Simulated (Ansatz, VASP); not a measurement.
## One calculation of La2AlF, two programs

The input INCAR:

```
ALGO = Normal
EDIFF = 1E-6
ENCUT = 520
GGA = PE
ISIF = 2
ISMEAR = 0
LASPH = True
LCHARG = True
LELF = True
LREAL = False
LVHAR = True
LWAVE = False
NBANDS = 24
NELM = 100
PREC = Accurate
SIGMA = 0.1
```

The input KPOINTS:

```
k-points
0
Gamma
  4 4 4
```

POSCAR

```
La2AlF
1.0
    4.0758968800      0.0000000000      0.0000000000
    0.0000000000      4.0758968800      0.0000000000
    0.0000000000      0.0000000000      5.5620290700
La Al F
2 1 1
Direct
    0.0000000000      0.0000000000      0.5000000000
    0.5000000000      0.5000000000      0.0000000000
    0.0000000000      0.0000000000      0.0000000000
    0.5000000000      0.5000000000      0.5000000000
```

Input for Ansatz:

```yaml
crystal:
  lattice:
    - [4.07589688, 0.0, 0.0]
    - [0.0, 4.07589688, 0.0]
    - [0.0, 0.0, 5.56202907]
  atoms:
    - { symbol: La, position: [0.0, 0.0, 0.5] }
    - { symbol: La, position: [0.5, 0.5, 0.0] }
    - { symbol: Al, position: [0.0, 0.0, 0.0] }
    - { symbol: F, position: [0.5, 0.5, 0.5] }
basis:
  ecutwfc: 420
kpoints:
  mp_grid: { grid: [4, 4, 4] }
hamiltonian:
  xc: pbe
scf:
  occupations: { method: gaussian, width: 0.1 }
  lower_state_search: "off"
output:
  forces: true
  stress: true
  eigenvalues: true
```

Change from the starting cell: species swapped into the LiSmSe2 type (P4/mmm, No. 123).

Alike in both runs: task single point; functional PBE; k mesh 4 × 4 × 4; occupations gaussian, width 0.1 eV; no spin polarisation.

```csv
,VASP,Ansatz
version,VASP 6.6.1,Ansatz 0.2.0
potentials or method,"VASP PAW PBE potentials, release 64 (La, Al, F)","scalar-relativistic, plane waves, PAW"
plane-wave cutoff (eV),520,420
valence electrons in the cell,32,32
```

|  | VASP | Ansatz | Ansatz less VASP |
| --- | --- | --- | --- |
| gap on the k mesh at the Fermi level (eV) | none | none | - |
| pressure (GPa) | 9.3 | 9.4 | +0.11 |
| largest component of the traceless stress (GPa) | 3.58 | 3.58 | +0.001 |

A gap of «none» marks a metal or a gap that the smearing closes. With one functional, cell and mesh, what is left measures potentials, basis and numerics.

Caveats: the k mesh is coarse (spacing up to 0.39 Å⁻¹), so the values aren't converged. The runs have no spin-orbit coupling, so splittings on La are missing.
